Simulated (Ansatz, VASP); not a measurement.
**Ni (Ni(110)-(1x2) missing row) in two plane-wave programs**

One calculation is typed for both programs; each brings its own data sets. How far apart do they land? The cell is taken from a series of runs on this material, whose earlier steps may have relaxed, scaled, displaced or heated it; both programs get it as it stands.

Program: Ansatz 0.2.0. Level of theory: plane waves, with VASP 6.6.1 beside it; single point at PBE with D3(BJ). Results are calculated unless marked as measured.

### Step 1. The structure

The cell holds 9 atoms: 9 Ni. Its edges and angles: a = 7.040 Å, b = 2.489 Å, c = 21.978 Å, α = 90.0°, β = 90.0°, γ = 90.0°. Vacuum lies along c.

### Step 2. Ansatz: single point, PBE with D3(BJ)

Ansatz runs on its default PAW (the set named soft_2) files.

A single point gives forces, pressure and levels at one fixed geometry, so differences don't come from the geometry; what else differs is listed under the comparison.

input.yaml

```yaml
crystal:
  lattice:
    - [7.04, 0.0, 0.0]
    - [0.0, 2.4890158698, 0.0]
    - [0.0, 0.0, 21.9780317396]
  atoms:
    - { symbol: Ni, position: [0.0, 0.0, 0.3867498282], spin: 0.7 }
    - { symbol: Ni, position: [0.5, 0.0, 0.3867498282], spin: 0.7 }
    - { symbol: Ni, position: [0.25, 0.5, 0.4433749141], spin: 0.7 }
    - { symbol: Ni, position: [0.75, 0.5, 0.4433749141], spin: 0.7 }
    - { symbol: Ni, position: [0.0, 0.0, 0.4976569845], spin: 0.7 }
    - { symbol: Ni, position: [0.5, 0.0, 0.4994084304], spin: 0.7 }
    - { symbol: Ni, position: [0.2546579355, 0.5, 0.5551384399], spin: 0.7 }
    - { symbol: Ni, position: [0.7453420645, 0.5, 0.5551384399], spin: 0.7 }
    - { symbol: Ni, position: [0.0, 0.0, 0.6045235244], spin: 0.7 }
magnetization:
  spin_polarized: true
kpoints:
  mp_grid: { grid: [10, 24, 1] }
hamiltonian:
  xc: pbe
  dispersion: d3bj
scf:
  occupations: { method: fermi_dirac, width: 0.05 }
  convergence: { dr2_threshold: 1.0e-09 }
  n_extra_bands: 20
efield:
  axis: 3
  dipole_correction: true
  ramp_position: 0.97
  ramp_width: 0.06
output:
  band_densities:
    - { e_range: [-0.05, 0] }
    - { e_range: [-0.4, 0] }
    - { e_range: [-1.2, 0] }
    - { e_range: [0, 0.05] }
    - { e_range: [0, 0.4] }
    - { e_range: [0, 1.2] }
    - { e_range: [-2.0, -1.8] }
    - { e_range: [-1.8, -1.6] }
    - { e_range: [-1.6, -1.4] }
    - { e_range: [-1.4, -1.2] }
    - { e_range: [-1.2, -1.0] }
    - { e_range: [-1.0, -0.8] }
    - { e_range: [-0.8, -0.6] }
    - { e_range: [-0.6, -0.4] }
    - { e_range: [-0.4, -0.2] }
    - { e_range: [-0.2, 0.0] }
    - { e_range: [0.0, 0.2] }
    - { e_range: [0.2, 0.4] }
    - { e_range: [0.4, 0.6] }
    - { e_range: [0.6, 0.8] }
    - { e_range: [0.8, 1.0] }
    - { e_range: [1.0, 1.2] }
    - { e_range: [1.2, 1.4] }
    - { e_range: [1.4, 1.6] }
    - { e_range: [1.6, 1.8] }
    - { e_range: [1.8, 2.0] }
  band_residual_tolerance: 0.0001
  dos: { projected: true, e_range: [-5, 4] }
  write_potential: true
  write_density: true
  volumetric_format: npy
```

Launch:

```sh
$ ansatz run input.yaml --threads 4 --pin off --max-ram 6144MiB --backend cpu --events-out ev --progress --plain --runs-dir out
```

Numbers of over 12 decimals in the logs are rounded to 6 here.

The log of the run:

```text
scf.n_extra_bands = 20 over 81 filled bands (N_el = 162.0): the run solves 101 bands
Engine: ansatz 0.2.0, aarch64-unknown-linux-gnu
Pseudopotentials: kind: paw
Pseudopotential: Ni, paw, valence charge 18, recommended cutoff 420 eV (normal), Ni.paw.azcp
Functional definition: PBE
  parameter kappa = 0.804
  parameter beta = 0.066725
  exchange = pbe_x(kappa = kappa, mu = beta*pi^2/3)
  correlation = pbe_c(beta = beta)
Crystal: 9 atoms, lattice volume = 385.114 Å³
Basis set: ecut = 420 eV, 7555 PW (Γ)
Bands: 101, of which v1, the nominal top of the filled ones, is band 81 counted from 1 (80 counted from 0)
Symmetry: 4 space group operations
k-points: 78 of 240
Non-local potential: Ni, projectors of the file, l = 0: 3, l = 1: 2, l = 2: 3, l = 3: 1
PAW form: soft (Blöchl's): semilocal exchange-correlation on the pseudo side does not see the compensation charge
PAW one-centre angular grid: Ni, 590 points (default); XC on 64 Gauss nodes
Initial density: superposition of atomic densities (neutral atoms: chi_scale 0, normalization atom)
Starting moments: Σ|m| = 6.3 μB on 9 of 9 sites
Initial wavefunctions: pseudopotential atomic-orbital guess
Functional: x = pbe(κ = 0.804, μ = 0.219515), c = pbe(β = 0.066725)
SCF iter   1: F=—  HF=-52546.401315 eV  |F-HF|=—  |Δ(HF+E_count)|=         —  Δρ=3.01e-2 (↑2.39e-2 ↓3.01e-2)  dr2=9.19e0  dr2_m=2.02e0  M=7.871 μB ∫|m|=8.268 μB  β_m=1.00  ethr=3.10e-3  p=0.000 e·Å  D=6.11e-7 V/Å  ΔV_dip=-0.00 eV  dr2_dipole=3.09e-2  V_vac-E_F(+/−)=6.97/6.97 eV  ⟨swp⟩=11.0  Hψ=83419  notcnv=0  defer=477
Mixer restart at iter 1: flushing history
efield: sawtooth ramp at fractional position 0.9700 (set: `efield.ramp_position`, or a place that a band, a saddle search or an elastic batch's reference lends), width 0.0600; the density the first Hamiltonian is built on has a dipole p = 0.000 e·Å; the dipole correction subtracts the counter field D = 6.11e-7 V/Å, which shifts the + side's vacuum level by -0.00 eV against the − side's; the planar-averaged density in the ramp window peaks in size at 1.6e-5 e/Å³
preconditioner: auto → LDOS  [metal: Δε(μ)=0.005 eV  Ē_g=6.669 eV  σ=0.050 eV  W_gap=0.03  n_scr=68 (ndim 8)  ℏωp=18.0 eV  f_vac=0.660  D(μ)=19.65/eV (n_scr^D=184)]
spin=Collinear: LDOS preconditioning applied to the charge; magnetization (m = ρ↑ − ρ↓) channel mixes plain (no charge-response kernel on spin).
SCF iter   2: F=—  HF=-52547.477700 eV  |F-HF|=—  |Δ(HF+E_count)|=    1.08e0  Δρ=1.26e-2 (↑1.04e-2 ↓1.26e-2)  dr2=2.53e0  dr2_m=1.47e-2  M=7.450 μB ∫|m|=8.191 μB  β_m=0.32  ethr=3.10e-3  p=-0.007 e·Å  D=-3.07e-3 V/Å  ΔV_dip=0.07 eV  dr2_dipole=1.07e-2  V_vac-E_F(+/−)=6.09/6.02 eV  ⟨swp⟩=2.5  Hψ=26526  notcnv=0  defer=1405
density mixer auto → msr1: a metal under ldos (density of states about μ 3.47 of a free-electron gas's, 68 screened modes)
SCF iter   3: F=—  HF=-52550.949709 eV  |F-HF|=—  |Δ(HF+E_count)|=    3.47e0  Δρ=8.83e-3 (↑4.46e-3 ↓8.83e-3)  dr2=4.99e-1  dr2_m=8.19e-2  M=7.277 μB ∫|m|=8.100 μB  β_m=0.47  ethr=1.56e-3  p=-0.009 e·Å  D=-4.44e-3 V/Å  ΔV_dip=0.10 eV  dr2_dipole=1.64e-3  V_vac-E_F(+/−)=5.52/5.42 eV  ⟨swp⟩=2.5  Hψ=24492  notcnv=0  defer=1417
SCF iter   4: F=—  HF=-52553.919422 eV  |F-HF|=—  |Δ(HF+E_count)|=    2.97e0  Δρ=1.15e-2 (↑3.71e-3 ↓1.15e-2)  dr2=4.74e-1  dr2_m=8.83e-2  M=6.855 μB ∫|m|=7.713 μB  β_m=0.60  ethr=3.08e-4  p=-0.016 e·Å  D=-7.43e-3 V/Å  ΔV_dip=0.16 eV  dr2_dipole=1.84e-4  V_vac-E_F(+/−)=5.07/4.91 eV  ⟨swp⟩=3.2  Hψ=26039  notcnv=0  defer=1435
SCF iter   5: F=—  HF=-52554.912762 eV  |F-HF|=—  |Δ(HF+E_count)|=   9.93e-1  Δρ=3.47e-3 (↑1.31e-3 ↓3.47e-3)  dr2=5.96e-2  dr2_m=7.19e-3  M=6.604 μB ∫|m|=7.457 μB  β_m=0.72  ethr=2.93e-4  p=-0.016 e·Å  D=-7.42e-3 V/Å  ΔV_dip=0.16 eV  dr2_dipole=4.61e-4  V_vac-E_F(+/−)=4.82/4.66 eV  ⟨swp⟩=3.2  Hψ=28957  notcnv=0  defer=1418
SCF iter   6: F=—  HF=-52554.981134 eV  |F-HF|=—  |Δ(HF+E_count)|=   6.84e-2  Δρ=3.86e-3 (↑1.56e-3 ↓3.86e-3)  dr2=6.93e-2  dr2_m=6.39e-3  M=6.471 μB ∫|m|=7.337 μB  β_m=0.84  ethr=3.68e-5  p=-0.020 e·Å  D=-9.18e-3 V/Å  ΔV_dip=0.20 eV  dr2_dipole=5.45e-8  V_vac-E_F(+/−)=4.80/4.59 eV  ⟨swp⟩=2.2  Hψ=25819  notcnv=0  defer=1483
SCF iter   7: F=—  HF=-52554.989498 eV  |F-HF|=—  |Δ(HF+E_count)|=   8.36e-3  Δρ=7.72e-4 (↑7.72e-4 ↓6.76e-4)  dr2=5.73e-3  dr2_m=5.46e-4  M=6.434 μB ∫|m|=7.308 μB  β_m=0.75  ethr=3.68e-5  p=-0.021 e·Å  D=-1.01e-2 V/Å  ΔV_dip=0.22 eV  dr2_dipole=4.31e-5  V_vac-E_F(+/−)=4.67/4.44 eV  ⟨swp⟩=2.0  Hψ=24317  notcnv=0  defer=1483
SCF iter   8: F=—  HF=-52554.989452 eV  |F-HF|=—  |Δ(HF+E_count)|=   4.59e-5  Δρ=4.08e-4 (↑1.58e-4 ↓4.08e-4)  dr2=6.19e-4  dr2_m=1.23e-4  M=6.447 μB ∫|m|=7.319 μB  β_m=0.76  ethr=3.54e-6  p=-0.021 e·Å  D=-1.00e-2 V/Å  ΔV_dip=0.22 eV  dr2_dipole=5.52e-6  V_vac-E_F(+/−)=4.70/4.48 eV  ⟨swp⟩=2.8  Hψ=30905  notcnv=0  defer=1483
[...]
SCF converged after 19 iterations
Magnetization: 6.4460 μB (84.2230 up, 77.7770 down)
Absolute magnetization: 7.3276 μB (∫|ρ↑−ρ↓|, with the PAW one-centre terms)
Spin contamination: 0.0948 ħ² per cell (⟨S²⟩ above its minimum at these occupations)
Per-site moments (μB) at R_I (Å): [(0.783591, 1.005477), (0.801194, 1.021356), (0.704925, 1.013331), (0.704925, 1.013331), (0.792772, 0.968845), (0.706098, 1.013128), (0.749011, 1.005432), (0.749011, 1.005432), (0.762978, 0.968845)]
Free energy (F): -52554.989386 eV
Harris-Foulkes:  -52554.989386 eV  (|F-HF|=1.16e-10)
Internal energy: -52554.845217 eV  (E = F + TS)
E sigma→0 (E₀):  -52554.917301 eV
Entropy (-TS):   -0.144170 eV (-16.019 meV/atom)
Fermi energy:    1.254562 eV
Dipole field:    D = -0.010404 V/Å  (p = -0.022143 e·Å, saw-weighted, corrected)
Work function:   Φ+ = 4.6908 eV   Φ− = 4.4621 eV
Levels:          The Fermi level and band energies are counted from a zero that moves with the ramp; work functions are not
--- Per-component energies (eV) ---
  E_band       = -5263.241206
  E_kinetic    = 2532.140591
  E_local      = -309737.877132  (includes V_loc(G=0)·N_el)
  E_nonlocal   = 5742.224912
  E_hartree    = 150964.802186
  E_xc         = -752.614270
  E_vxc        = -969.493527  (∫ρ·V_xc dr)
  E_paw        = -14685.218533  (= ΣΔE_a)
  E_vpaw       = -4759.316592  (= ΣTr[D̂ρ^β])
  E_aug_tail   = 0.004750  (compensation charges beyond the density's cutoff)
  E_efield     = 0.000115  (sawtooth field / dipole correction)
  E_vefield    = -0.526129  (∫n·V_field dr)
  E_ewald      = 113384.281557
  E_disp       = -2.589394  (pairwise vdW)
  E_smearing   = -0.144170  (= −TS)
  E_closure    = -0.000000  (closes the sum)
  Σ components = -52554.989386   (vs F -52554.989386, Δ=0.00e0)
--- Band table (eV; the first three rows and the last of 156) ---
  k-point 0 ↑: bands = [... 77 lower, 0.4058, 0.4073, 0.5311, 0.6012, 0.6029, 0.6206, 0.6322, 0.6394, ... 16 higher]
  k-point 1 ↑: bands = [... 77 lower, 0.3670, 0.4644, 0.4759, 0.5432, 0.5485, 0.6047, 0.6065, 0.7147, ... 16 higher]
  k-point 2 ↑: bands = [... 77 lower, 0.3435, 0.4113, 0.4744, 0.5167, 0.5423, 0.5932, 0.5935, 0.6336, ... 16 higher]
  k-point 77 ↓: bands = [... 77 lower, 1.5693, 1.6080, 1.6157, 1.6943, 2.7863, 2.9369, 2.9680, 3.0305, ... 16 higher]
--- Band densities, each state counted as filled ---
  window                                       electrons  max residual (eV)  cut levels
  e_range: [-0.05, 0]                0.112500 + 0.775000             3.3e-6           0
  e_range: [-0.4, 0]                 0.737500 + 6.266667             3.3e-6           0
  e_range: [-1.2, 0]               13.408333 + 15.516667             3.3e-6           0
  e_range: [0, 0.05]                 0.100000 + 0.891667             4.9e-6           0
  e_range: [0, 0.4]                  0.558333 + 5.895833             1.1e-5           0
  e_range: [0, 1.2]                  1.716667 + 7.666667             4.8e-5           0
  e_range: [-2, -1.8]                2.429167 + 2.462500             2.9e-6           0
  e_range: [-1.8, -1.6]              2.133333 + 2.266667             2.9e-6           0
  e_range: [-1.6, -1.4]              2.712500 + 2.908333             2.9e-6           0
  e_range: [-1.4, -1.2]              2.804167 + 2.912500             2.9e-6           0
  e_range: [-1.2, -1]                2.829167 + 1.937500             2.8e-6           0
  e_range: [-1, -0.8]                4.408333 + 2.725000             2.9e-6           0
  e_range: [-0.8, -0.6]              4.316667 + 2.137500             2.9e-6           0
  e_range: [-0.6, -0.4]              1.116667 + 2.450000             2.9e-6           0
  e_range: [-0.4, -0.2]              0.391667 + 3.216667             2.9e-6           0
  e_range: [-0.2, 0]                 0.345833 + 3.050000             3.3e-6           0
  e_range: [0, 0.2]                  0.258333 + 3.029167             9.9e-6           0
  e_range: [0.2, 0.4]                0.300000 + 2.866667             1.1e-5           0
  e_range: [0.4, 0.6]                0.341667 + 0.612500             3.2e-5           0
  e_range: [0.6, 0.8]                0.283333 + 0.341667             2.3e-5           0
  e_range: [0.8, 1]                  0.254167 + 0.400000             4.8e-5           0
  e_range: [1, 1.2]                  0.279167 + 0.416667             4.1e-5           0
  e_range: [1.2, 1.4]                0.379167 + 0.216667             3.7e-5           0
  e_range: [1.4, 1.6]                0.212500 + 0.383333             4.6e-5           0
  e_range: [1.6, 1.8]                0.395833 + 0.354167             3.8e-5           0
  e_range: [1.8, 2]                  0.229167 + 0.325000             4.7e-5           0
```

[end of part 1 of 2]

[Lines on the potential files, build, host, timing and source positions are cut from VASP's logs without a mark.]

[Logs are printed without paths, hosts, clocks, repeated set-up lines and the standing remarks that a program may print on its own settings, such as how far it seeks lower states.]

[Hosts, paths, dates, database ids (printed as entryN), source tags and the programs' standing remarks are cut or masked in the printed files.]
